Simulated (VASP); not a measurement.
The input files of a VASP run:

### INCAR
```
# general
SYSTEM =PbSe
PREC   =Accurate
ENCUT  =500   # plane-wave cut-off (eV)
LREAL  =.FALSE.   # projection in real space or not
LASPH  =.TRUE.   # aspherical one-centre terms

# electronic loop
EDIFF  =1E-6   # SCF stop (eV)
NELM   =100   # most electronic steps
ALGO   =Normal   # blocked Davidson
LMAXMIX=4   # l cut-off of mixed one-centre charges

# smearing
ISMEAR =0
SIGMA  =0.05   # width (eV)

# functional
GGA    =PS   # PBEsol

# ions
IBRION =2
NSW    =40   # most ionic steps
ISIF   =3
EDIFFG =-0.02   # ionic stop
PSTRESS=100   # kbar

# output
LWAVE  =.FALSE.
LCHARG =.FALSE.
```

File KPOINTS:
```
Automatic mesh
0
Gamma
7 7 7
0 0 0
```

**POSCAR**
```
PbSe
1
    0.0000000000     3.1791514183     3.1791514183
    3.1791514183     0.0000000000     3.1791514183
    3.1791514183     3.1791514183    -0.0000000000
Pb Se
1 1
Direct
  0.0000000000   0.0000000000   0.0000000000
  0.2500000000   0.2500000000   0.2500000000
```

POTCAR, in this order: Pb_d Se (PBE.64 set). Program: vasp_std.

Question: Translate this PBEsol calculation to Quantum ESPRESSO's pw.x.

Answer: One equivalent input (not run):
```
&CONTROL
  calculation = 'vc-relax'
  pseudo_dir = './pseudo'
  outdir = './out'
  tprnfor = .true.
  tstress = .true.
  nstep = 40
  forc_conv_thr = 0.00078
/
&SYSTEM
  ibrav = 0
  nat = 2
  ntyp = 2
  ecutwfc = 86
  occupations = 'smearing'
  smearing = 'gaussian'
  degauss = 0.003675
  input_dft = 'pbesol'
/
&ELECTRONS
  conv_thr = 7.3e-08
  electron_maxstep = 100
/
&IONS
/
&CELL
  press = 100
/
ATOMIC_SPECIES
  Pb 207.200 Pb.upf
  Se 78.971 Se.upf
CELL_PARAMETERS angstrom
     0.0000000    3.1791514    3.1791514
     3.1791514    0.0000000    3.1791514
     3.1791514    3.1791514   -0.0000000
ATOMIC_POSITIONS crystal
  Pb   0.0000000  0.0000000  0.0000000
  Se   0.2500000  0.2500000  0.2500000
K_POINTS automatic
  7 7 7 0 0 0
```
The two are equivalent in intent, not identical: the potentials are each code's own (VASP's PAW set, PseudoDojo norm-conserving files in pw.x), so ENCUT and ecutwfc are chosen apart and not converted; conv_thr bounds pw.x's estimated SCF error, while EDIFF bounds the energy change between steps; forc_conv_thr acts on force components and is met together with etot_conv_thr.

The structure was generated: PbSe was put into the zinc blende type (F-43m), which need not be its known phase. It was relaxed first under an external pressure of 10 GPa.
